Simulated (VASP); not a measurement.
VASP input:

KPOINTS:
```
Automatic mesh
0
Gamma
7 7 7
0 0 0
```

### INCAR
```
AGGAC  =  0.0
ALGO  =  Normal
EDIFF  =  1E-6
EDIFFG  =  -0.02
ENCUT  =  520
GGA  =  ML
IBRION  =  2
ISIF  =  3
ISMEAR  =  1
LASPH  =  .TRUE.
LCHARG  =  .FALSE.
LMAXMIX  =  6
LREAL  =  .FALSE.
LUSE_VDW  =  .TRUE.
LWAVE  =  .FALSE.
NELM  =  100
NSW  =  60
PREC  =  Accurate
SIGMA  =  0.1
SYSTEM  =  Pt3Ti
ZAB_VDW  =  -1.8867
```

**POSCAR**
```
Pt3Ti
1
    4.0630494875     0.0000000000    -0.0000000000
   -0.0000000000     4.0630494875    -0.0000000000
    0.0000000000     0.0000000000     4.0630494875
Ti Pt
1 3
Direct
  0.0000000000   0.0000000000   0.0000000000
  0.0000000000   0.5000000000   0.5000000000
  0.5000000000   0.0000000000   0.5000000000
  0.5000000000   0.5000000000   0.0000000000
```

POTCAR, in this order: Ti_sv Pt (PBE.64 set). Program: vasp_std.

**Question.** Write an equivalent input for Quantum ESPRESSO's pw.x.

**Answer.** One equivalent input (not run):
```
&CONTROL
  calculation = 'vc-relax'
  pseudo_dir = './pseudo'
  outdir = './out'
  tprnfor = .true.
  tstress = .true.
  nstep = 60
  forc_conv_thr = 0.00078
/
&SYSTEM
  ibrav = 0
  nat = 4
  ntyp = 2
  ecutwfc = 84
  occupations = 'smearing'
  smearing = 'methfessel-paxton'
  degauss = 0.00735
  input_dft = 'vdw-df2'
/
&ELECTRONS
  conv_thr = 7.3e-08
  electron_maxstep = 100
/
&IONS
/
&CELL
/
ATOMIC_SPECIES
  Ti 47.867 Ti.upf
  Pt 195.084 Pt.upf
CELL_PARAMETERS angstrom
     4.0630495    0.0000000   -0.0000000
    -0.0000000    4.0630495   -0.0000000
     0.0000000    0.0000000    4.0630495
ATOMIC_POSITIONS crystal
  Ti   0.0000000  0.0000000  0.0000000
  Pt   0.0000000  0.5000000  0.5000000
  Pt   0.5000000  0.0000000  0.5000000
  Pt   0.5000000  0.5000000  0.0000000
K_POINTS automatic
  7 7 7 0 0 0
```
What does not carry over: the potentials are each code's own (VASP's PAW set, PseudoDojo norm-conserving files in pw.x), so ENCUT and ecutwfc are chosen apart and not converted; conv_thr bounds pw.x's estimated SCF error, while EDIFF bounds the energy change between steps; forc_conv_thr acts on force components and is met together with etot_conv_thr.

The compound is Pt3Ti in the L1_2 structure. It was relaxed first, which changed the volume by +11 %. The start is the result of an earlier pass.
